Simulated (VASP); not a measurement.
Here is the system:

```
W
1.0
   -1.54911     1.54911     1.54911
    1.54911    -1.54911     1.54911
    1.54911     1.54911    -1.54911
W
1
Direct
  0.00000   0.00000   0.00000
```

Computed with PBE GGA, VASP's PBE PAW potentials (set 64) (plane waves; VASP 6.6.1). Numerical set-up: 500 eV cut-off, 16×16×16 Γ-centred mesh, first-order Methfessel-Paxton smearing of 0.10 eV, potentials W_sv.

Energy and stress use the plane-wave basis of the starting cell.

### Question
The ions, cell shape and volume at an external pressure of 45.0 GPa are relaxed. Give the cell that the relaxation ends in.

### Answer

```
W
1.0
   -1.53216     1.53216     1.53216
    1.53216    -1.53216     1.53216
    1.53216     1.53216    -1.53216
W
1
Direct
  0.00000   0.00000   0.00000
```
Space group Im-3m (229), at a tolerance of 0.03 Å.

### Question
How do energy and volume change from the first to the last step?

### Answer
The energy (σ→0) changes by +112.3 meV/atom and the volume by -3.2 %, in 5 ionic steps.

```tsv
step	E(σ→0) (eV)	max force (eV/Å)	pressure (GPa)	volume (Å³)
1	-12.8450	0.000	29.94	14.87
2	-11.3265	0.000	163.07	12.06
3	-12.7459	0.000	43.47	14.43
4	-12.7353	0.000	44.78	14.40
5	-12.7327	0.000	45.11	14.39
```

The compound is W in the bcc structure. This run relaxes it under an external pressure of 45 GPa. Symmetry was kept, so distortions that lower it aren't found.
